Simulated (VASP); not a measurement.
These are PBE GGA, VASP's PBE PAW potentials (set 64) (plane waves; VASP) values and carry that method's errors.

A VASP calculation is set up with these files.

File KPOINTS:
```
Automatic mesh
0
Gamma
7 7 7
0 0 0
```

INCAR:
```
SYSTEM = HfO2
PREC = Accurate
ENCUT = 550
EDIFF = 1E-6
NELM = 100
ALGO = Normal
LREAL = .FALSE.
LASPH = .TRUE.
ISMEAR = 0
SIGMA = 0.05
GGA = PE
LMAXMIX = 6
LWAVE = .FALSE.
LCHARG = .FALSE.
ISIF = 2
```

POSCAR:
```
HfO2
1
    0.0000000000     2.5994800000     2.5052980000
    2.5688930000     0.0000000000     2.5052980000
    2.5688930000     2.5994800000     0.0000000000
Hf O
1 2
Direct
  0.0000000000   0.0000000000   0.0000000000
  0.2500000000   0.2500000000   0.2500000000
  0.7351190000   0.7648810000   0.7648810000
```

POTCAR, in this order: Hf_pv O (PBE.64 set). Program: vasp_std.

What VASP printed:

File OUTCAR:
```
 ion  position               nearest neighbor table
   1  0.000  0.000  0.000-   3 2.17   3 2.17   2 2.22   2 2.22   2 2.22   2 2.22   3 2.26   3 2.26
  LATTYP: Found a face centered orthorhombic cell.
 ALAT       =     5.0105960000
 B/A-ratio  =     1.0253842058
 C/A-ratio  =     1.0375931326
 Subroutine PRICEL returns:
 Original cell was already a primitive cell.
 Subroutine GETGRP returns: Found  2 space group operations
The static configuration has the point symmetry C_2 .
The dynamic configuration has the point symmetry C_2 .
 Subroutine INISYM returns: Found  2 space group operations
 Subroutine IBZKPT returns following result:
 Found    100 irreducible k-points:

 Following reciprocal coordinates:
            Coordinates               Weight
  0.000000  0.000000  0.000000      1.000000
  0.142857  0.000000 -0.000000      4.000000
  0.000000  0.142857  0.000000      4.000000
  0.285714  0.000000 -0.000000      4.000000
  0.000000  0.285714  0.000000      4.000000
  0.428571  0.000000  0.000000      4.000000
  0.000000  0.428571  0.000000      4.000000
  0.142857  0.142857  0.000000      2.000000
  0.285714  0.142857  0.000000      4.000000
  0.142857  0.285714  0.000000      4.000000
  0.428571  0.142857 -0.000000      4.000000
  0.142857  0.428571  0.000000      4.000000
 -0.428571  0.142857 -0.000000      4.000000
  0.142857 -0.428571  0.000000      4.000000
 -0.285714  0.142857 -0.000000      4.000000
  0.142857 -0.285714  0.000000      4.000000
 -0.142857  0.142857  0.000000      4.000000
  0.285714  0.285714  0.000000      2.000000
  0.428571  0.285714  0.000000      4.000000
  0.285714  0.428571  0.000000      4.000000
 -0.428571  0.285714 -0.000000      4.000000
  0.285714 -0.428571  0.000000      4.000000
 -0.285714  0.285714  0.000000      4.000000
...
```

**OSZICAR**
```
       N       E                     dE             d eps       ncg     rms          rms(c)
DAV:   1     0.104955788043E+03    0.10496E+03   -0.13485E+04  3000   0.151E+03
DAV:   2    -0.319347790483E+02   -0.13689E+03   -0.13376E+03  3805   0.326E+02
DAV:   3    -0.359975991479E+02   -0.40628E+01   -0.40588E+01  3938   0.557E+01
DAV:   4    -0.360195917626E+02   -0.21993E-01   -0.21990E-01  3742   0.450E+00
DAV:   5    -0.360197841311E+02   -0.19237E-03   -0.19236E-03  3868   0.379E-01    0.457E+01
DAV:   6    -0.303225789015E+02    0.56972E+01   -0.30952E+01  3420   0.387E+01    0.416E+01
DAV:   7    -0.302137924270E+02    0.10879E+00   -0.81932E-01  3742   0.839E+00    0.285E+01
DAV:   8    -0.301860987207E+02    0.27694E-01   -0.27328E-01  3889   0.543E+00    0.617E+00
DAV:   9    -0.301728669208E+02    0.13232E-01   -0.50211E-02  3791   0.205E+00    0.167E+00
DAV:  10    -0.301729562636E+02   -0.89343E-04   -0.47958E-03  4144   0.538E-01    0.294E-01
DAV:  11    -0.301729264929E+02    0.29771E-04   -0.30785E-04  3574   0.144E-01    0.212E-01
DAV:  12    -0.301729407368E+02   -0.14244E-04   -0.52787E-05  4001   0.554E-02    0.545E-02
DAV:  13    -0.301729416049E+02   -0.86806E-06   -0.21970E-06  3443   0.115E-02
   1 F= -.30172942E+02 E0= -.30172942E+02  d E =-.875069E-14
```

File OUTCAR:
```
------------------------ aborting loop because EDIFF is reached ----------------------------------------
  FORCE on cell =-STRESS in cart. coord.  units (eV):
  Direction    XX          YY          ZZ          XY          YZ          ZX
  --------------------------------------------------------------------------------------
  Total       -1.4927576     -2.7301317      0.7327872      0.0000000      0.4168642      0.0000000
  in kB      -71.4789217   -130.7291092     35.0886426      0.0000000     19.9610458      0.0000000
  external PRESSURE =     -55.7064627 kB  Pullay stress =       0.0000000 kB
  volume of cell :       33.46
      direct lattice vectors                 reciprocal lattice vectors
     0.000000000  2.599480000  2.505298000    -0.194636367  0.192346162  0.199577056
     2.568893000  0.000000000  2.505298000     0.194636367 -0.192346162  0.199577056
     2.568893000  2.599480000  0.000000000     0.194636367  0.192346162 -0.199577056
 POSITION                                       TOTAL-FORCE (eV/Angst)
 -----------------------------------------------------------------------------------
      0.00000      0.00000      0.00000         0.144394      0.000000     -0.000000
      1.28445      1.29974      1.25265         0.590800     -0.000000      0.000000
      3.92979      3.89922      3.75795        -0.735194      0.000000      0.000000
 -----------------------------------------------------------------------------------
    total drift:                               -0.000305      0.000000     -0.000000
  FREE ENERGIE OF THE ION-ELECTRON SYSTEM (eV)
  ---------------------------------------------------
  free  energy   TOTEN  =       -30.1729416049 eV

  energy  without entropy=      -30.1729416049  energy(sigma->0) =      -30.17294160
```
(Selected blocks of OUTCAR.)

**OUTCAR**
```
 val. band max:        4.1922324747   @ k =  -0.4286   0.4286   0.0000

 cond. band min:       7.7066488524   @ k =   0.0000   0.0000   0.0000


 Fermi energy:         4.4389616331

 k-point     1 :       0.0000    0.0000    0.0000
  band No.  band energies     occupation
      1     -25.7768      2.00000
      2     -25.7531      2.00000
      3     -25.7360      2.00000
      4     -14.5180      2.00000
      5     -11.6013      2.00000
      6      -1.2044      2.00000
      7      -1.1169      2.00000
      8      -1.0294      2.00000
      9       3.2439      2.00000
     10       3.4059      2.00000
     11       3.7349      2.00000
     12       7.7066      0.00000
     13       7.9920      0.00000
     14       9.7149      0.00000
     15      13.8644      0.00000

 k-point     2 :       0.1429    0.0000   -0.0000
  band No.  band energies     occupation
      1     -25.8281      2.00000
      2     -25.7779      2.00000
      3     -25.7551      2.00000
      4     -14.2562      2.00000
      5     -11.8104      2.00000
      6      -0.9558      2.00000
      7      -0.8452      2.00000
      8      -0.6335      2.00000
      9       2.7789      2.00000
     10       3.0103      2.00000
     11       3.2906      2.00000
     12       8.0897      0.00000
     13       8.3265      0.00000
     14      10.4051      0.00000
     15      13.5007      0.00000

 k-point     3 :       0.0000    0.1429    0.0000
  band No.  band energies     occupation
      1     -25.8407      2.00000
      2     -25.7684      2.00000
      3     -25.7467      2.00000
      4     -14.2790      2.00000
      5     -11.7948      2.00000
      6      -1.0130      2.00000
      7      -0.9390      2.00000
      8      -0.5608      2.00000
      9       2.7945      2.00000
     10       3.0439      2.00000
     11       3.3457      2.00000
     12       8.0605      0.00000
     13       8.2934      0.00000
     14      10.4977      0.00000
     15      13.1148      0.00000
...
```

Unless said otherwise, spin-orbit coupling is left out, though it shifts the bands of the heavy elements here.

The compound is HfO2 in the fluorite structure, the high-temperature cubic form, which is unstable at 0 K; the monoclinic form is the stable one. The cell was not relaxed at this level, atoms are displaced from their ideal sites. The run is one of a series of settings (ENCUT = 550 against the base run), some of them coarse on purpose.
